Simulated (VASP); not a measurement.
Output of a VASP run:

### OUTCAR
```
 ion  position               nearest neighbor table
   1  0.333  0.667  0.246-   5 2.36   5 2.36   5 2.36   4 2.44   3 2.71   3 2.71   3 2.71
   2  0.667  0.333  0.754-   4 2.36   4 2.36   4 2.36   5 2.44   3 2.71   3 2.71   3 2.71
   3  0.000  0.000  0.000-   1 2.71   2 2.71   2 2.71   1 2.71   2 2.71   1 2.71
   4  0.333  0.667  0.646-   2 2.36   2 2.36   2 2.36   1 2.44
   5  0.667  0.333  0.354-   1 2.36   1 2.36   1 2.36   2 2.44
  LATTYP: Found a hexagonal cell.
 ALAT       =     3.9171275642
 C/A-ratio  =     1.5570476369
 Subroutine PRICEL returns:
 Original cell was already a primitive cell.
 Subroutine GETGRP returns: Found 12 space group operations
The static configuration has the point symmetry D_3d.
The dynamic configuration has the point symmetry D_3d.
 Subroutine INISYM returns: Found 12 space group operations
 Subroutine IBZKPT returns following result:
 Found     28 irreducible k-points:

 Following reciprocal coordinates:
            Coordinates               Weight
  0.000000  0.000000  0.000000      1.000000
  0.142857  0.000000  0.000000      6.000000
  0.285714  0.000000  0.000000      6.000000
  0.428571  0.000000  0.000000      6.000000
  0.142857  0.142857  0.000000      6.000000
  0.285714  0.142857  0.000000     12.000000
  0.428571  0.142857  0.000000      6.000000
  0.285714  0.285714  0.000000      6.000000
  0.000000  0.000000  0.250000      2.000000
  0.142857  0.000000  0.250000      6.000000
  0.000000  0.142857  0.250000      6.000000
  0.285714  0.000000  0.250000      6.000000
  0.000000  0.285714  0.250000      6.000000
  0.428571  0.000000  0.250000      6.000000
  0.000000  0.428571  0.250000      6.000000
  0.142857  0.142857  0.250000     12.000000
  0.285714  0.142857  0.250000     12.000000
 -0.142857  0.428571  0.250000     12.000000
  0.428571  0.142857  0.250000     12.000000
  0.285714  0.285714  0.250000     12.000000
  0.000000  0.000000  0.500000      1.000000
  0.142857  0.000000  0.500000      6.000000
  0.285714  0.000000  0.500000      6.000000
  0.428571  0.000000  0.500000      6.000000
  0.142857  0.142857  0.500000      6.000000
  0.285714  0.142857  0.500000     12.000000
  0.428571  0.142857  0.500000      6.000000
  0.285714  0.285714  0.500000      6.000000
   k-points           NKPTS =     28   k-points in BZ     NKDIM =     28   number of bands    NBANDS=     24
   number of dos      NEDOS =    601   number of ions     NIONS =      5
   total plane-waves  NPLWV =  43200
   dimension x,y,z NGX =    30 NGY =   30 NGZ =   48
   dimension x,y,z NGXF=    60 NGYF=   60 NGZF=   96
   ions per type =               2   3
   PREC   = accura    normal or accurate (medium, high low for compatibility)
   ISTART =      0    job   : 0-new  1-cont  2-samecut
   ICHARG =      2    charge: 1-file 2-atom 10-const
   ISPIN  =      1    spin polarized calculation?
   LNONCOLLINEAR =      F non collinear calculations
   LSORBIT =      F    spin-orbit coupling
   INIWAV =      1    electr: 0-lowe 1-rand  2-diag
   ENCUT  =  520.0 eV  38.22 Ry    6.18 a.u.   7.28  7.28 11.34*2*pi/ulx,y,z
   NELM   =    100;   NELMIN=  2; NELMDL= -5     # of ELM steps
   EDIFF  = 0.1E-06   stopping-criterion for ELM
   LREAL  =      F    real-space projection
   NLSPLINE    = F    spline interpolate recip. space projectors
   LMAXMIX     =    6 max onsite mixed and CHGCAR
   VOSKOWN=      0    Vosko Wilk Nusair interpolation
   EDIFFG = 0.1E-05   stopping-criterion for IOM
   NSW    =      0    number of steps for IOM
   NBLOCK =      1;   KBLOCK =      1    inner block; outer block
   IBRION =     -1    ionic relax: 0-MD 1-quasi-New 2-CG
   NFREE  =      0    steps in history (QN), initial steepest desc. (CG)
   ISIF   =      2    stress and relaxation
   ISYM   =      2    0-nonsym 1-usesym 2-fastsym
   TEIN   =    0.0    initial temperature
   TEBEG  =    0.0;   TEEND  =   0.0 temperature during run
   SMASS  =  -3.00    Nose mass-parameter (am)
   PSTRESS=    0.0 pullay stress
   NELECT =      40.0000    total number of electrons
...
```

### OSZICAR
```
       N       E                     dE             d eps       ncg     rms          rms(c)
DAV:   1     0.473668669142E+03    0.47367E+03   -0.15799E+04  1368   0.258E+03
DAV:   2     0.924431415422E+02   -0.38123E+03   -0.37618E+03  1960   0.410E+02
DAV:   3    -0.283217103158E+02   -0.12076E+03   -0.12040E+03  2528   0.219E+02
DAV:   4    -0.464229275295E+02   -0.18101E+02   -0.18093E+02  2320   0.907E+01
DAV:   5    -0.474892877745E+02   -0.10664E+01   -0.10660E+01  2568   0.266E+01    0.150E+01
DAV:   6    -0.418602600161E+02    0.56290E+01   -0.51010E+01  2080   0.438E+01    0.763E+00
DAV:   7    -0.418067829483E+02    0.53477E-01   -0.53659E+00  2536   0.249E+01    0.358E+00
DAV:   8    -0.418026104803E+02    0.41725E-02   -0.49142E-01  2392   0.633E+00    0.133E+00
DAV:   9    -0.418036247765E+02   -0.10143E-02   -0.72806E-02  2456   0.241E+00    0.400E-01
DAV:  10    -0.418058741283E+02   -0.22494E-02   -0.40524E-02  2200   0.141E+00    0.208E-01
DAV:  11    -0.418064675707E+02   -0.59344E-03   -0.13054E-02  2352   0.895E-01    0.129E-01
DAV:  12    -0.418066683809E+02   -0.20081E-03   -0.23763E-03  2208   0.369E-01    0.486E-02
DAV:  13    -0.418067164177E+02   -0.48037E-04   -0.89191E-04  2392   0.212E-01    0.221E-02
DAV:  14    -0.418067222058E+02   -0.57882E-05   -0.94097E-05  2296   0.907E-02    0.332E-03
DAV:  15    -0.418067228208E+02   -0.61497E-06   -0.69367E-06  2336   0.249E-02    0.232E-03
DAV:  16    -0.418067226733E+02    0.14745E-06   -0.99554E-07  2168   0.896E-03    0.877E-04
DAV:  17    -0.418067227095E+02   -0.36208E-07   -0.85058E-08  1352   0.402E-03
   1 F= -.43112071E+02 E0= -.43112071E+02  d E =0.000000E+00
```

OUTCAR:
```
------------------------ aborting loop because EDIFF is reached ----------------------------------------
 Edisp (eV)   -1.30535
  FORCE on cell =-STRESS in cart. coord.  units (eV):
  Direction    XX          YY          ZZ          XY          YZ          ZX
  --------------------------------------------------------------------------------------
  Total       0.08485     0.08485    -0.00312    -0.00000    -0.00000    -0.00000
  in kB       1.67737     1.67737    -0.06159    -0.00000    -0.00000    -0.00000
  external pressure =        1.10 kB  Pullay stress =        0.00 kB
  volume of cell :       81.05
      direct lattice vectors                 reciprocal lattice vectors
     1.958563821 -3.392331958  0.000000000     0.255289102 -0.147391236  0.000000000
     1.958563821  3.392331958  0.000000000     0.255289102  0.147391236  0.000000000
     0.000000000  0.000000000  6.099154217     0.000000000  0.000000000  0.163957159
 POSITION                                       TOTAL-FORCE (eV/Angst)
 -----------------------------------------------------------------------------------
      1.95856      1.13078      1.49825        -0.000000     -0.000000      0.002503
      1.95856     -1.13078      4.60090        -0.000000      0.000000     -0.002503
      0.00000      0.00000      0.00000         0.000000     -0.000000      0.000000
      1.95856      1.13078      3.94180        -0.000000      0.000000     -0.009211
      1.95856     -1.13078      2.15736         0.000000     -0.000000      0.009211
 -----------------------------------------------------------------------------------
    total drift:                                0.000000      0.000000      0.000000
  FREE ENERGIE OF THE ION-ELECTRON SYSTEM (eV)
  ---------------------------------------------------
  free  energy   TOTEN  =       -43.1120714406 eV

  energy  without entropy=      -43.1120714406  energy(sigma->0) =      -43.11207144

 total charge

# of ion       s       p       d       f       tot
--------------------------------------------------
    1        2.020   5.698   0.652   0.248   8.618
    2        2.020   5.698   0.652   0.248   8.618
    3        1.557   3.385   0.000   0.000   4.942
    4        1.571   3.468   0.000   0.000   5.039
    5        1.571   3.468   0.000   0.000   5.039
--------------------------------------------------
tot          8.738  21.718   1.305   0.496  32.256

 Electric field gradients after diagonalization (V/A^2)
 (convention: |V_zz| > |V_xx| > |V_yy|)
----------------------------------------------------------------------
 ion       V_xx      V_yy      V_zz     asymmetry (V_yy - V_xx)/ V_zz
----------------------------------------------------------------------
   1     -58.328   -58.326   116.654       0.000
   2     -58.328   -58.326   116.654       0.000
   3       4.492     4.491    -8.983       0.000
   4      -4.599    -4.597     9.196       0.000
   5      -4.599    -4.597     9.196       0.000
```
(Selected blocks of OUTCAR.)

### POSCAR
```
La2O3
1
    1.9585638208    -3.3923319581     0.0000000000
    1.9585638208     3.3923319581     0.0000000000
    0.0000000000     0.0000000000     6.0991542172
La O
2 3
Direct
  0.3333330000   0.6666670000   0.2456493452
  0.6666670000   0.3333330000   0.7543506548
  0.0000000000   0.0000000000   0.0000000000
  0.3333330000   0.6666670000   0.6462857074
  0.6666670000   0.3333330000   0.3537142926
```

Write an INCAR and KPOINTS that could have produced this output.

Several could match; the one computed here: the input of the run itself, PBE GGA with D3 dispersion (Becke-Johnson damping), plane waves, VASP's PBE PAW potentials (set 64).

INCAR:
```
SYSTEM = La2O3
PREC = Accurate
ENCUT = 520
EDIFF = 1E-7
NELM = 100
ALGO = Normal
LREAL = .FALSE.
LASPH = .TRUE.
ISMEAR = -5
GGA = PE
IVDW = 12
LMAXMIX = 6
LWAVE = .FALSE.
LCHARG = .TRUE.
LORBIT = 11
NEDOS = 601
ISIF = 2
LEFG = .TRUE.
```

KPOINTS:
```
Automatic mesh
0
Gamma
7 7 4
0 0 0
```

POTCAR, in this order: La O (PBE.64 set). Program: vasp_std.

The compound is La2O3 in the a-type structure. It was relaxed first.
